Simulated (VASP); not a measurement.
Consider the following.

```
AlRu
1.0
    2.95473     0.00000     0.00000
    0.00000     2.95473     0.00000
    0.00000     0.00000     2.95473
Al Ru
1 1
Direct
  0.50000   0.50000   0.50000
  0.00000   0.00000   0.00000
```

The numbers are results of LDA (Ceperley-Alder, Perdew-Zunger), VASP's LDA PAW potentials (set 64) (plane waves; VASP), not measurements. Run with 400 eV cut-off, 11×11×11 Γ-centred mesh, first-order Methfessel-Paxton smearing of 0.10 eV, potentials Al Ru_pv.

Question: Predict the energy per atom (σ→0), band gap (on the k-mesh) with the smallest direct gap where there is one.

Answer: 
```json
{
 "band gap (on the k-mesh)": "none (metal, semimetal or under 0.01 eV)",
 "energy per atom (σ→0)": "-8.086 eV/atom"
}
```

Only differences to runs with the same potentials and settings are physical.

The compound is RuAl in the CsCl type structure. It was relaxed first. The start is the result of an earlier pass. The electron count is odd and the run is not spin-polarised, which forces a metal.
